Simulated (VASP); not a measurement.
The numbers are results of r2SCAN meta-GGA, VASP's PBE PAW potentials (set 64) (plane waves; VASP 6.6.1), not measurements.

Input for VASP

**POSCAR**
```
Pt
1.0
  0.0000000000   1.9600000000   1.9600000000
  1.9600000000   0.0000000000   1.9600000000
  1.9600000000   1.9600000000   0.0000000000
Pt
1
Direct
  0.0000000000   0.0000000000   0.0000000000
```

File KPOINTS:
```
Automatic mesh
0
Gamma
14 14 14
0 0 0
```

**INCAR**
```
LCHARG = .FALSE.
NSW = 60   # most ionic steps
PREC = Accurate
EDIFF = 1E-6   # SCF stop (eV)
LMAXMIX = 6
SIGMA = 0.1
ISIF = 3
LWAVE = .FALSE.
EDIFFG = -0.01
ENCUT = 520   # plane-wave cut-off (eV)
ALGO = Normal
LASPH = .TRUE.   # aspherical one-centre terms
IBRION = 2
NELM = 100   # most electronic steps
LMIXTAU = .TRUE.
SYSTEM = Pt
METAGGA = R2SCAN
LREAL = .FALSE.   # projection in real space or not
ISMEAR = 1   # Methfessel-Paxton
```

POTCAR, in this order: Pt (PBE.64 set). Program: vasp_std.

The run wrote:

File OUTCAR:
```
 ion  position               nearest neighbor table
   1  0.000  0.000  0.000-
  LATTYP: Found a face centered cubic cell.
 ALAT       =     3.9200000000
 Subroutine PRICEL returns:
 Original cell was already a primitive cell.
 Subroutine GETGRP returns: Found 48 space group operations
The static configuration has the point symmetry O_h .
The dynamic configuration has the point symmetry O_h .
 Subroutine INISYM returns: Found 48 space group operations
 Subroutine IBZKPT returns following result:
 Found    104 irreducible k-points:

 Following reciprocal coordinates:
            Coordinates               Weight
  0.000000  0.000000  0.000000      1.000000
  0.071429  0.000000  0.000000      8.000000
  0.142857  0.000000  0.000000      8.000000
  0.214286  0.000000  0.000000      8.000000
  0.285714  0.000000  0.000000      8.000000
  0.357143  0.000000  0.000000      8.000000
  0.428571  0.000000  0.000000      8.000000
  0.500000  0.000000  0.000000      4.000000
  0.071429  0.071429  0.000000      6.000000
  0.142857  0.071429  0.000000     24.000000
  0.214286  0.071429  0.000000     24.000000
  0.285714  0.071429  0.000000     24.000000
  0.357143  0.071429  0.000000     24.000000
  0.428571  0.071429  0.000000     24.000000
  0.500000  0.071429  0.000000     24.000000
 -0.428571  0.071429  0.000000     24.000000
 -0.357143  0.071429  0.000000     24.000000
 -0.285714  0.071429  0.000000     24.000000
 -0.214286  0.071429  0.000000     24.000000
 -0.142857  0.071429  0.000000     24.000000
 -0.071429  0.071429  0.000000     12.000000
  0.142857  0.142857  0.000000      6.000000
  0.214286  0.142857  0.000000     24.000000
  0.285714  0.142857  0.000000     24.000000
  0.357143  0.142857  0.000000     24.000000
  0.428571  0.142857  0.000000     24.000000
  0.500000  0.142857  0.000000     24.000000
 -0.428571  0.142857  0.000000     24.000000
 -0.357143  0.142857  0.000000     24.000000
 -0.285714  0.142857  0.000000     24.000000
 -0.214286  0.142857  0.000000     24.000000
 -0.142857  0.142857  0.000000     12.000000
  0.214286  0.214286  0.000000      6.000000
  0.285714  0.214286  0.000000     24.000000
  0.357143  0.214286  0.000000     24.000000
  0.428571  0.214286  0.000000     24.000000
  0.500000  0.214286  0.000000     24.000000
 -0.428571  0.214286  0.000000     24.000000
 -0.357143  0.214286  0.000000     24.000000
 -0.285714  0.214286  0.000000     24.000000
   k-points           NKPTS =    104   k-points in BZ     NKDIM =    104   number of bands    NBANDS=      9
   number of dos      NEDOS =    301   number of ions     NIONS =      1
   total plane-waves  NPLWV =  13824
   dimension x,y,z NGX =    24 NGY =   24 NGZ =   24
   dimension x,y,z NGXF=    48 NGYF=   48 NGZF=   48
   ions per type =               1
   PREC   = accura    normal or accurate (medium, high low for compatibility)
   ISTART =      0    job   : 0-new  1-cont  2-samecut
   ICHARG =      2    charge: 1-file 2-atom 10-const
   ISPIN  =      1    spin polarized calculation?
   LNONCOLLINEAR =      F non collinear calculations
   LSORBIT =      F    spin-orbit coupling
   INIWAV =      1    electr: 0-lowe 1-rand  2-diag
   ENCUT  =  520.0 eV  38.22 Ry    6.18 a.u.   5.15  5.15  5.15*2*pi/ulx,y,z
   NELM   =    100;   NELMIN=  2; NELMDL= -5     # of ELM steps
   EDIFF  = 0.1E-05   stopping-criterion for ELM
   LREAL  =      F    real-space projection
   NLSPLINE    = F    spline interpolate recip. space projectors
   LMAXMIX     =    6 max onsite mixed and CHGCAR
   VOSKOWN=      0    Vosko Wilk Nusair interpolation
...
```

File OSZICAR:
```
       N       E                     dE             d eps       ncg     rms          rms(c)
DAV:   1    -0.968943357567E+01   -0.96894E+01   -0.56837E+03  1968   0.107E+03
DAV:   2    -0.543004173319E+02   -0.44611E+02   -0.42306E+02  1967   0.194E+02
DAV:   3    -0.547539468925E+02   -0.45353E+00   -0.44242E+00  2221   0.196E+01
DAV:   4    -0.547556647426E+02   -0.17179E-02   -0.17176E-02  2150   0.127E+00
DAV:   5    -0.547556766088E+02   -0.11866E-04   -0.11868E-04  2104   0.947E-02    0.134E+01
DAV:   6    -0.510595108954E+02    0.36962E+01   -0.35716E+00  1909   0.162E+01    0.639E+00
DAV:   7    -0.513718775494E+02   -0.31237E+00   -0.56710E-01  1877   0.443E+00    0.455E+00
DAV:   8    -0.514621642093E+02   -0.90287E-01   -0.30558E-01  1907   0.361E+00    0.983E-01
DAV:   9    -0.515018096500E+02   -0.39645E-01   -0.40232E-02  1943   0.139E+00    0.190E-01
DAV:  10    -0.515041549117E+02   -0.23453E-02   -0.44489E-03  1942   0.496E-01    0.922E-02
DAV:  11    -0.515042126377E+02   -0.57726E-04   -0.22597E-04  1979   0.159E-01    0.778E-02
DAV:  12    -0.515047284473E+02   -0.51581E-03   -0.26457E-04  1919   0.103E-01    0.247E-03
DAV:  13    -0.515047294950E+02   -0.10477E-05   -0.88679E-06  1965   0.295E-02    0.599E-03
DAV:  14    -0.515047300861E+02   -0.59120E-06   -0.13141E-06  1442   0.102E-02
   1 F= -.51504730E+02 E0= -.51504741E+02  d E =-.515047E+02
       N       E                     dE             d eps       ncg     rms          rms(c)
DAV:   1    -0.518433134032E+02   -0.33858E+00   -0.90350E+00  1898   0.320E+01    0.379E+00
DAV:   2    -0.514553699459E+02    0.38794E+00   -0.15303E+00  1892   0.951E+00    0.170E+00
DAV:   3    -0.514731955609E+02   -0.17826E-01   -0.37391E-02  1894   0.205E+00    0.140E+00
DAV:   4    -0.514457530718E+02    0.27442E-01   -0.20710E-01  1893   0.270E+00    0.837E-01
DAV:   5    -0.514785691229E+02   -0.32816E-01   -0.81679E-02  1878   0.187E+00    0.988E-02
DAV:   6    -0.514786407038E+02   -0.71581E-04   -0.67374E-04  2021   0.269E-01    0.231E-02
DAV:   7    -0.514787910272E+02   -0.15032E-03   -0.98861E-05  1898   0.115E-01    0.131E-02
DAV:   8    -0.514787995591E+02   -0.85319E-05   -0.57222E-06  1978   0.227E-02    0.481E-03
DAV:   9    -0.514788010816E+02   -0.15225E-05   -0.23216E-06  1822   0.168E-02    0.167E-03
DAV:  10    -0.514788011824E+02   -0.10081E-06   -0.61732E-08   945   0.274E-03
   2 F= -.51478801E+02 E0= -.51478821E+02  d E =0.259289E-01
       N       E                     dE             d eps       ncg     rms          rms(c)
DAV:   1    -0.517032568829E+02   -0.22446E+00   -0.48359E+00  1907   0.236E+01    0.315E+00
DAV:   2    -0.514998709918E+02    0.20339E+00   -0.72705E-01  1892   0.683E+00    0.822E-01
DAV:   3    -0.515048066671E+02   -0.49357E-02   -0.21967E-02  1888   0.162E+00    0.729E-01
DAV:   4    -0.515081254018E+02   -0.33187E-02   -0.96293E-03  2198   0.603E-01    0.431E-01
DAV:   5    -0.515082583991E+02   -0.13300E-03   -0.82450E-04  2274   0.264E-01    0.383E-02
DAV:   6    -0.515084396958E+02   -0.18130E-03   -0.57197E-04  1921   0.243E-01    0.190E-02
DAV:   7    -0.515085177004E+02   -0.78005E-04   -0.29244E-05  1894   0.632E-02    0.135E-02
DAV:   8    -0.515085256021E+02   -0.79017E-05   -0.15839E-05  1964   0.344E-02    0.202E-03
DAV:   9    -0.515085270756E+02   -0.14735E-05   -0.67898E-07   983   0.957E-03    0.725E-04
DAV:  10    -0.515085270857E+02   -0.10125E-07   -0.78185E-09   942   0.105E-03
   3 F= -.51508527E+02 E0= -.51508547E+02  d E =-.379700E-02
```

OUTCAR:
```
------------------------ aborting loop because EDIFF is reached ----------------------------------------
  FORCE on cell =-STRESS in cart. coord.  units (eV):
  Direction    XX          YY          ZZ          XY          YZ          ZX
  --------------------------------------------------------------------------------------
  Total       -0.0056732     -0.0056732     -0.0056732      0.0000000      0.0000000      0.0000000
  in kB       -0.5933184     -0.5933184     -0.5933184      0.0000000      0.0000000      0.0000000
  external PRESSURE =      -0.5933184 kB  Pullay stress =       0.0000000 kB
  volume of cell :       15.32
      direct lattice vectors                 reciprocal lattice vectors
     0.000000000  1.971237903  1.971237903    -0.253647720  0.253647720  0.253647720
     1.971237903  0.000000000  1.971237903     0.253647720 -0.253647720  0.253647720
     1.971237903  1.971237903 -0.000000000     0.253647720  0.253647720 -0.253647720
 POSITION                                       TOTAL-FORCE (eV/Angst)
 -----------------------------------------------------------------------------------
      0.00000      0.00000      0.00000         0.000000      0.000000     -0.000000
 -----------------------------------------------------------------------------------
    total drift:                               -0.000000     -0.000000     -0.000000
  FREE ENERGIE OF THE ION-ELECTRON SYSTEM (eV)
  ---------------------------------------------------
  free  energy   TOTEN  =       -51.5085270857 eV

  energy  without entropy=      -51.5085859939  energy(sigma->0) =      -51.50854672

 reached required accuracy - stopping structural energy minimisation
```
(Selected blocks of OUTCAR.)

File CONTCAR:
```
Pt
   1.00000000000000
     0.0000000000000000    1.9712379026841815    1.9712379026841815
     1.9712379026841815    0.0000000000000000    1.9712379026841815
     1.9712379026841815    1.9712379026841815   -0.0000000000000000
  Pt
     1
Direct
     0.0000000000000000    0.0000000000000000    0.0000000000000000
```

The compound is Pt in the fcc structure. This run relaxes it. Symmetry was kept, so distortions that lower it aren't found.
